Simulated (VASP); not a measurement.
# MnB (relaxed from the zinc blende structure, space group F-43m): computed properties

Computed with r2SCAN meta-GGA, VASP's PBE PAW potentials (set 64) (plane waves; VASP).

```yaml
space_group: F-43m (216)
cell: a = b = c = 4.5707 Å, α = β = γ = 90.00°
volume_per_atom: 11.94 Å³/atom
band gap (over mesh and band path): none (metal, semimetal or under 0.01 eV)
cell_moment: -2.00 μB
density: 4.57 g/cm³
```

```xyz
2
Lattice="0.0000 2.2854 2.2854 2.2854 0.0000 2.2854 2.2854 2.2854 0.0000" Properties=species:S:1:pos:R:3 pbc="T T T"
Mn     0.0000     0.0000     0.0000
B      1.1427     1.1427     1.1427
```
Starting moments (μB, in the order of the record's atoms Mn B): -2.4 0.4.

The structure was generated: MnB was put into the zinc blende type (F-43m), which need not be its known phase. It was relaxed first, which changed the volume by -30 %. Symmetry was kept, so distortions that lower it aren't found.
